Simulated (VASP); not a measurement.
An input for Ansatz (written as the equivalent of a VASP run, and not itself run):

Ansatz 0.2 input:
```yaml
crystal:
  lattice:
    - [0.0000000, 2.1031677, 2.1031677]
    - [2.1662627, 0.0000000, 2.1031677]
    - [2.1662627, 2.1031677, 0.0000000]
  atoms:
    - { symbol: Ti, position: [0.0000000, 0.0000000, 0.0000000] }
    - { symbol: N, position: [0.5000000, 0.5000000, 0.5000000] }
kpoints:
  mp_grid: { grid: [14, 14, 14] }
hamiltonian:
  xc: pbesol
  pseudopotentials: { kind: paw }
scf:
  occupations: { method: methfessel_paxton, width: 0.1 }
  max_iter: 100
output: { forces: true, stress: true, eigenvalues: true }
```

**Question.** Write the VASP files for the same calculation (PBEsol).

**Answer.** Several could match; the one computed here: 
**KPOINTS**
```
Automatic mesh
0
Gamma
14 14 14
0 0 0
```

### POSCAR
```
TiN
1
    0.0000000000     2.1031677039     2.1031677039
    2.1662627350     0.0000000000     2.1031677039
    2.1662627350     2.1031677039     0.0000000000
Ti N
1 1
Direct
  0.0000000000   0.0000000000   0.0000000000
  0.5000000000   0.5000000000   0.5000000000
```

**INCAR**
```
# general
SYSTEM  = TiN
PREC    = Accurate
ENCUT   = 600   # plane-wave cut-off (eV)
LREAL   = .False.   # projection in real space or not
LASPH   = .True.   # aspherical one-centre terms

# electronic loop
EDIFF   = 1E-7   # SCF stop (eV)
NELM    = 100   # most electronic steps
ALGO    = Normal   # blocked Davidson
LMAXMIX = 4

# smearing
ISMEAR  = 1
SIGMA   = 0.1

# functional
GGA     = PS   # PBEsol

# ions
ISIF    = 2

# output
LWAVE   = .False.
LCHARG  = .False.
```

POTCAR, in this order: Ti_sv N (PBE.64 set). Program: vasp_std.

Limits of the translation: each code has its own PAW files, so the cut-off isn't converted (ENCUT is set for VASP's; basis.ecutwfc is left out, and Ansatz then takes the one that its files recommend); Ansatz stops its SCF on the density residual and VASP on the energy change (EDIFF).

The compound is TiN in the rock salt structure. This cell was strained or had an atom moved on purpose.
